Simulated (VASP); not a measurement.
# Mg6MnAl under changes of volume

One of the cells (20.015 Å³/atom); the others are scaled copies at fixed shape and fractional positions:

```xyz
8
Lattice="4.8403 0.0000 0.0000 0.0000 3.1009 5.3341 0.0000 -3.1009 5.3341" Properties=species:S:1:pos:R:3 pbc="T T T"
Mn    2.4202    0.0000    7.1954
Al    0.0000    0.0000    8.7783
Mg    2.4202    0.0000    1.7762
Mg    2.4202    1.5773    4.4278
Mg    2.4202   -1.5773    4.4278
Mg    0.0000    0.0000    3.5483
Mg    0.0000    1.5022    6.2597
Mg    0.0000   -1.5022    6.2597
```

The cell comes from a database or a generator and needn't be the stable form of this composition.

* Program: VASP 6.6.1
* Functional: PBE
* Potentials or basis: VASP PAW PBE potentials, release 64 (Mn_pv, Al, Mg)
* Cutoff: 520 eV
* k mesh: 6 × 5 × 5
* Occupations: fermi-dirac, width 0.05 eV
* Spin: collinear spin, ferromagnetic start
* Starting moments: [4.0, 0.0, 0.0, 0.0, 0.0, 0.0, 0.0, 0.0] μB

| volume (Å³/atom) | energy over the lowest point (meV/atom) | pressure (GPa) | moment (μB per cell) | largest force (eV/Å) |
| --- | --- | --- | --- | --- |
| 19.198 | ? | ? | ? | ? |
| 19.607 | 2.37 | 1.4 | 3.18 | 0.031 |
| 20.015 | 0.00 | 0.5 | 3.24 | 0.029 |
| 20.832 | 2.06 | -1.2 | 3.35 | 0.045 |
| 21.241 | 6.05 | -1.9 | 3.41 | 0.052 |

Q: What does the run at 19.198 Å³/atom give?

A: Energy over the lowest point 7.34 meV/atom; pressure 2.5 GPa; moment 3.13 μB per cell; largest force 0.040 eV/Å.

Worked out: A Birch-Murnaghan fit of order 2 (a polynomial in V^(-2/3)) to the other rows has its minimum at 20.22 Å³/atom with B0 = V·E''(V) = 43 GPa at fixed shape and positions, which overstates the stiffness. It gives 7.33 meV/atom at 19.198 Å³/atom, against the run's 7.34, and -dE/dV = 2.5 GPa, against 2.5. A straight line through the other rows of the moment, of slope 0.14 μB per Å³/atom, extrapolates to 3.12 μB, against the run's 3.13.

Energies are extrapolated to zero smearing.
